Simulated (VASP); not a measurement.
Computed with PBE GGA with D3 dispersion (Becke-Johnson damping), VASP's PBE PAW potentials (set 64) (plane waves; VASP 6.6.1).

A VASP calculation is set up with these files.

File POSCAR:
```
ZnS
1.0
  0.0000000000   2.7050000000   2.7050000000
  2.7050000000   0.0000000000   2.7050000000
  2.7050000000   2.7050000000   0.0000000000
Zn S
1 1
Cartesian
  0.0000000000   0.0000000000   0.0000000000
  1.3525000000   1.3525000000   1.3525000000
```

### INCAR
```
# general
SYSTEM  = ZnS
PREC    = Accurate
ENCUT   = 520   # plane-wave cut-off (eV)
LREAL   = .FALSE.   # projection in real space or not
LASPH   = .TRUE.   # aspherical one-centre terms

# electronic loop
EDIFF   = 1E-6   # SCF stop (eV)
NELM    = 100   # most electronic steps
ALGO    = Normal
LMAXMIX = 4   # l cut-off of mixed one-centre charges

# smearing
ISMEAR  = 0   # Gaussian
SIGMA   = 0.05

# functional
GGA     = PE   # PBE
IVDW    = 12   # D3, Becke-Johnson

# ions
IBRION  = 2   # conjugate gradients
NSW     = 60   # most ionic steps
ISIF    = 3   # ions, shape and volume
EDIFFG  = -0.01

# output
LWAVE   = .FALSE.
LCHARG  = .FALSE.
```

**KPOINTS**
```
kpoints
0
gamma
  8 8 8
0 0 0
```

POTCAR, in this order: Zn S (PBE.64 set). Program: vasp_std.

Output

File OUTCAR:
```
 ion  position               nearest neighbor table
   1  0.000  0.000  0.000-   2 2.34   2 2.34   2 2.34   2 2.34
   2  0.250  0.250  0.250-   1 2.34   1 2.34   1 2.34   1 2.34
  LATTYP: Found a face centered cubic cell.
 ALAT       =     5.4100000000
 Subroutine PRICEL returns:
 Original cell was already a primitive cell.
 Subroutine GETGRP returns: Found 24 space group operations
The static configuration has the point symmetry T_d .
The dynamic configuration has the point symmetry T_d .
 Subroutine INISYM returns: Found 24 space group operations
 Subroutine IBZKPT returns following result:
 Found     29 irreducible k-points:

 Following reciprocal coordinates:
            Coordinates               Weight
  0.000000  0.000000  0.000000      1.000000
  0.125000  0.000000  0.000000      8.000000
  0.250000  0.000000  0.000000      8.000000
  0.375000  0.000000  0.000000      8.000000
  0.500000  0.000000  0.000000      4.000000
  0.125000  0.125000  0.000000      6.000000
  0.250000  0.125000  0.000000     24.000000
  0.375000  0.125000  0.000000     24.000000
  0.500000  0.125000  0.000000     24.000000
 -0.375000  0.125000  0.000000     24.000000
 -0.250000  0.125000  0.000000     24.000000
 -0.125000  0.125000  0.000000     12.000000
  0.250000  0.250000  0.000000      6.000000
  0.375000  0.250000  0.000000     24.000000
  0.500000  0.250000  0.000000     24.000000
 -0.375000  0.250000  0.000000     24.000000
 -0.250000  0.250000  0.000000     12.000000
  0.375000  0.375000  0.000000      6.000000
  0.500000  0.375000  0.000000     24.000000
 -0.375000  0.375000  0.000000     12.000000
  0.500000  0.500000  0.000000      3.000000
  0.375000  0.250000  0.125000     24.000000
  0.500000  0.250000  0.125000     48.000000
 -0.375000  0.250000  0.125000     24.000000
...
```

### OSZICAR
```
       N       E                     dE             d eps       ncg     rms          rms(c)
DAV:   1     0.892315529227E+02    0.89232E+02   -0.94803E+03   754   0.168E+03
DAV:   2    -0.106338971741E+01   -0.90295E+02   -0.86414E+02   809   0.283E+02
DAV:   3    -0.719928745577E+01   -0.61359E+01   -0.61095E+01   949   0.747E+01
DAV:   4    -0.727451392098E+01   -0.75226E-01   -0.75206E-01   829   0.874E+00
DAV:   5    -0.727567296212E+01   -0.11590E-02   -0.11590E-02   949   0.109E+00    0.705E+00
DAV:   6    -0.686446916352E+01    0.41120E+00   -0.96089E-01  1125   0.368E+01    0.543E+00
DAV:   7    -0.684849647068E+01    0.15973E-01   -0.33978E-01   789   0.575E+00    0.274E+00
DAV:   8    -0.684799043259E+01    0.50604E-03   -0.55330E-03   869   0.738E-01    0.796E-01
DAV:   9    -0.684827027871E+01   -0.27985E-03   -0.11706E-03   842   0.322E-01    0.118E-01
DAV:  10    -0.684841213146E+01   -0.14185E-03   -0.13316E-04   849   0.123E-01    0.549E-02
DAV:  11    -0.684843228684E+01   -0.20155E-04   -0.29628E-05   819   0.686E-02    0.634E-03
DAV:  12    -0.684843329159E+01   -0.10047E-05   -0.28448E-06   863   0.180E-02    0.417E-03
DAV:  13    -0.684843313840E+01    0.15318E-06   -0.25445E-07   477   0.113E-02
   1 F= -.74625478E+01 E0= -.74625478E+01  d E =-.746255E+01
       N       E                     dE             d eps       ncg     rms          rms(c)
DAV:   1    -0.693297351780E+01   -0.84540E-01   -0.12304E+00   899   0.258E+01    0.229E+00
DAV:   2    -0.684776990262E+01    0.85204E-01   -0.32420E-01   899   0.200E+01    0.869E-01
DAV:   3    -0.683811025182E+01    0.96597E-02   -0.12735E-02   874   0.167E+00    0.390E-01
DAV:   4    -0.683575770862E+01    0.23525E-02   -0.20655E-03   884   0.717E-01    0.217E-01
DAV:   5    -0.683540109882E+01    0.35661E-03   -0.37687E-04  1160   0.399E-01    0.605E-02
DAV:   6    -0.683537309629E+01    0.28003E-04   -0.11075E-04   819   0.127E-01    0.171E-02
DAV:   7    -0.683537323570E+01   -0.13942E-06   -0.61319E-06   849   0.242E-02
   2 F= -.74648973E+01 E0= -.74648973E+01  d E =-.234956E-02
       N       E                     dE             d eps       ncg     rms          rms(c)
DAV:   1    -0.684528976952E+01   -0.99167E-02   -0.75038E-02   889   0.659E+00    0.553E-01
DAV:   2    -0.684025344072E+01    0.50363E-02   -0.17544E-02   894   0.413E+00    0.215E-01
DAV:   3    -0.683965466380E+01    0.59878E-03   -0.68642E-04   779   0.245E-01    0.973E-02
DAV:   4    -0.683951109475E+01    0.14357E-03   -0.73654E-05   887   0.137E-01    0.477E-02
DAV:   5    -0.683948644158E+01    0.24653E-04   -0.22024E-05  1144   0.998E-02    0.978E-03
DAV:   6    -0.683948611283E+01    0.32875E-06   -0.74237E-06   754   0.359E-02
   3 F= -.74651834E+01 E0= -.74651834E+01  d E =-.263559E-02
```

File OUTCAR:
```
------------------------ aborting loop because EDIFF is reached ----------------------------------------
 Edisp (eV)   -0.62570
  FORCE on cell =-STRESS in cart. coord.  units (eV):
  Direction    XX          YY          ZZ          XY          YZ          ZX
  --------------------------------------------------------------------------------------
  Total       0.01316     0.01316     0.01316     0.00000    -0.00000     0.00000
  in kB       0.54164     0.54164     0.54164     0.00000    -0.00000     0.00000
  external pressure =        0.54 kB  Pullay stress =        0.00 kB
  volume of cell :       38.92
      direct lattice vectors                 reciprocal lattice vectors
     0.000000000  2.689764015  2.689764015    -0.185889913  0.185889913  0.185889913
     2.689764015  0.000000000  2.689764015     0.185889913 -0.185889913  0.185889913
     2.689764015  2.689764015 -0.000000000     0.185889913  0.185889913 -0.185889913
  FREE ENERGIE OF THE ION-ELECTRON SYSTEM (eV)
  ---------------------------------------------------
  free  energy   TOTEN  =        -7.4651833502 eV

  energy  without entropy=       -7.4651833502  energy(sigma->0) =       -7.46518335

 reached required accuracy - stopping structural energy minimisation
```
(Selected blocks of OUTCAR.)

CONTCAR:
```
ZnS
   1.00000000000000
     0.0000000000000000    2.6897640149404802    2.6897640149404802
     2.6897640149404802    0.0000000000000000    2.6897640149404802
     2.6897640149404802    2.6897640149404802   -0.0000000000000000
  Zn              S
     1     1
Direct
     0.0000000000000000    0.0000000000000000    0.0000000000000000
     0.2500000000000000    0.2500000000000000    0.2500000000000000
```

OUTCAR:
```
 val. band max:        2.2345445768   @ k =   0.0000   0.0000   0.0000

 cond. band min:       4.4092677594   @ k =   0.0000   0.0000   0.0000


 Fermi energy:         2.4856833137

 k-point     1 :       0.0000    0.0000    0.0000
  band No.  band energies     occupation
      1     -11.0015      2.00000
      2      -4.1597      2.00000
      3      -4.1597      2.00000
      4      -4.1597      2.00000
      5      -3.6452      2.00000
      6      -3.6452      2.00000
      7       2.2345      2.00000
      8       2.2345      2.00000
      9       2.2345      2.00000
     10       4.4093      0.00000
     11       8.6217      0.00000
     12       8.6217      0.00000
     13       8.6217      0.00000

 k-point     2 :       0.1250    0.0000    0.0000
  band No.  band energies     occupation
      1     -10.8820      2.00000
      2      -4.1597      2.00000
      3      -4.1381      2.00000
      4      -4.1381      2.00000
      5      -3.6469      2.00000
      6      -3.6469      2.00000
      7       1.1115      2.00000
      8       2.0835      2.00000
      9       2.0835      2.00000
     10       5.2266      0.00000
     11       8.5391      0.00000
     12       8.8799      0.00000
     13       8.8799      0.00000

 k-point     3 :       0.2500    0.0000    0.0000
  band No.  band energies     occupation
      1     -10.5693      2.00000
      2      -4.1149      2.00000
      3      -4.0907      2.00000
      4      -4.0907      2.00000
      5      -3.6436      2.00000
      6      -3.6436      2.00000
      7      -0.6297      2.00000
      8       1.7551      2.00000
      9       1.7551      2.00000
     10       5.7522      0.00000
     11       9.2113      0.00000
     12       9.2545      0.00000
     13       9.2545      0.00000

 k-point     4 :       0.3750    0.0000    0.0000
  band No.  band energies     occupation
      1     -10.2132      2.00000
      2      -4.0533      2.00000
      3      -4.0533      2.00000
...
```

The compound is ZnS in the zinc blende structure. This run relaxes it. Symmetry was kept, so distortions that lower it aren't found.
